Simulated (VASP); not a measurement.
Set up this calculation in VASP 6.6.1, as the native input.

* Task: Born charges and dielectric tensor
* Functional: LDA
* Potentials or basis: VASP PAW LDA potentials, release 64 (Si, C)
* Cutoff: 600 eV
* k mesh: 10 × 10 × 10
* Occupations: gaussian, width 0.02 eV
* Spin: no spin polarisation
* Further INCAR settings: ALGO = Normal; EDIFF = 1e-08; IBRION = 8; NSW = 1

The structure of SiC lies in POSCAR:

```
SiC
1.0
    0.0000000000      2.1769966200      2.1769966200
    2.1769966200      0.0000000000      2.1769966200
    2.1769966200      2.1769966200      0.0000000000
Si C
1 1
Direct
    0.7500000000      0.7500000000      0.7500000000
    0.0000000000      0.0000000000      0.0000000000
```

The cell is a database's computed one.

The input as run:

INCAR

```
  ALGO = Normal
  EDIFF = 1E-8
  ENCUT = 600
  GGA = CA
  IBRION = 8
  ISIF = 2
  ISMEAR = 0
  LASPH = T
  LCHARG = F
  LEPSILON = T
  LREAL = F
  LWAVE = F
  NELM = 80
  NSW = 1
  PREC = Accurate
  SIGMA = 0.02
```

KPOINTS

```
k-points
0
Gamma
  10 10 10
```

Potentials or basis: VASP PAW LDA potentials, release 64 (Si, C).

Launch:

```bash
$ cat potpaw_LDA.64/Si/POTCAR potpaw_LDA.64/C/POTCAR > POTCAR
$ mpirun -np 1 vasp_std > vasp.out
```

It gave:

The band gap on the k mesh is 1.30 eV, indirect (least direct gap 4.50 eV) and the electronic dielectric tensor (diagonal) is 7.01. The born charges (mean of the diagonal) is Si +2.70; C -2.70 e and the highest phonon frequency at Γ, LO-TO splitting left out is 782 cm⁻¹.

Wall time 2.7 min on 1 thread of Intel(R) Xeon(R) Platinum 8488C (Sapphire Rapids), with other jobs on the host, peak memory 0.22 GiB.
